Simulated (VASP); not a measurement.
Set up this calculation in VASP 6.6.1, as the native input.

* Task: single point
* Functional: PBE
* Potentials or basis: VASP PAW PBE potentials, release 64 (Bi_d, S, Br)
* Cutoff: 520 eV
* k mesh: 2 × 2 × 2
* Occupations: methfessel-paxton, width 0.15 eV
* Spin: no spin polarisation
* Dipole correction: no
* Further INCAR settings: ALGO = Fast; EDIFF = 1e-06; NBANDS = 68

The structure of BiSBr lies in POSCAR:

```
BiSBr
1.0
    7.0289690000      0.8989180000      1.7190430000
    0.5595980000      7.2315690000     -0.9558680000
   -0.1105030000      0.3166720000      6.8038320000
Bi S Br
4 4 4
Direct
    0.2475413354      0.1693506564      0.4746446816
    0.6859316657      0.2693403111      0.4720298438
    0.4276662299      0.6673156329      0.7675010230
    0.8698052996      0.3127208885      0.8838535664
    0.0629685379      0.9099545514      0.7237056725
    0.9985734051      0.5593016555      0.5632480245
    0.6176897166      0.6423349191      0.3171335228
    0.9375646076      0.6802543261      0.0002943145
    0.9851692820      0.8953967481      0.3409370985
    0.4236779119      0.3950874274      0.1144316732
    0.6493237235      0.9730114259      0.9156002212
    0.2262612549      0.0791020535      0.0129652371
```

The cell was built by a generator and needn't be a form met in nature.

The input as run:

INCAR

```
PREC = Accurate
ENCUT = 520
EDIFF = 1E-6
ISMEAR = 1
SIGMA = 0.15
LREAL = F
LASPH = T
NELM = 100
ALGO = Fast
ISIF = 2
LWAVE = F
LCHARG = F
GGA = PE
NBANDS = 68
```

KPOINTS

```
regular mesh
0
Gamma
  2 2 2
```

Potentials or basis: VASP PAW PBE potentials, release 64 (Bi_d, S, Br).

Command:

```bash
$ cat potpaw_PBE.64/Bi_d/POTCAR potpaw_PBE.64/S/POTCAR potpaw_PBE.64/Br/POTCAR > POTCAR
$ mpirun -np 1 vasp_std > vasp.out
```

It gave:

```
Pressure               : -1.0 GPa
Largest force          : 1.838 eV/Å
Band gap on the k mesh : none (metal or under the smearing width)
```

Caveat: the k mesh is coarse (spacing up to 0.48 Å⁻¹), so the values aren't converged; spin-orbit coupling is left out, which moves the levels of the heavy elements.

It took 2.5 min on 1 thread of Intel(R) Xeon(R) 6975P-C (Granite Rapids) (shared host), peak memory 0.46 GiB.
